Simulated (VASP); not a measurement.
VASP ran on this input.

**POSCAR**
```
TiPt
1
    4.5781401979     0.0000000000     0.0000000000
    0.0000000000     2.7317379057     0.0000000000
    0.0000000000     0.0000000000     4.8213546906
Ti Pt
2 2
Direct
  0.2500000000   0.5000000000   0.6966116269
  0.7500000000   0.5000000000   0.3033883731
  0.2500000000   0.0000000000   0.1875338559
  0.7500000000   0.0000000000   0.8124661441
```

### KPOINTS
```
Automatic
0
G
  8 12 7
```

INCAR:
```
ALGO=Normal
EDIFF=1E-7
ENCUT=400
GGA=PS
ISIF=2
ISMEAR=-5
LASPH=.TRUE.
LCHARG=.TRUE.
LEFG=.TRUE.
LMAXMIX=6
LORBIT=11
LREAL=.FALSE.
LWAVE=.FALSE.
NEDOS=601
NELM=100
PREC=Accurate
SYSTEM=TiPt
```

POTCAR, in this order: Ti_sv Pt (PBE.64 set). Program: vasp_std.

Question: Translate this PBEsol calculation to Quantum ESPRESSO's pw.x.

Answer: One equivalent input (not run):
```
&CONTROL
  calculation = 'scf'
  pseudo_dir = './pseudo'
  outdir = './out'
  tprnfor = .true.
  tstress = .true.
/
&SYSTEM
  ibrav = 0
  nat = 4
  ntyp = 2
  ecutwfc = 84
  occupations = 'tetrahedra'
  input_dft = 'pbesol'
/
&ELECTRONS
  conv_thr = 7.3e-09
  electron_maxstep = 100
/
ATOMIC_SPECIES
  Ti 47.867 Ti.upf
  Pt 195.084 Pt.upf
CELL_PARAMETERS angstrom
     4.5781402    0.0000000    0.0000000
     0.0000000    2.7317379    0.0000000
     0.0000000    0.0000000    4.8213547
ATOMIC_POSITIONS crystal
  Ti   0.2500000  0.5000000  0.6966116
  Ti   0.7500000  0.5000000  0.3033884
  Pt   0.2500000  0.0000000  0.1875339
  Pt   0.7500000  0.0000000  0.8124661
K_POINTS automatic
  8 12 7 0 0 0
```
What does not carry over: the potentials are each code's own (VASP's PAW set, PseudoDojo norm-conserving files in pw.x), so ENCUT and ecutwfc are chosen apart and not converted; conv_thr bounds pw.x's estimated SCF error, while EDIFF bounds the energy change between steps; the field gradients of LEFG aren't asked of the other code.

The structure comes from a computed database's TiPt entry (Pmma); how it stands against other phases isn't given here. It was relaxed first.
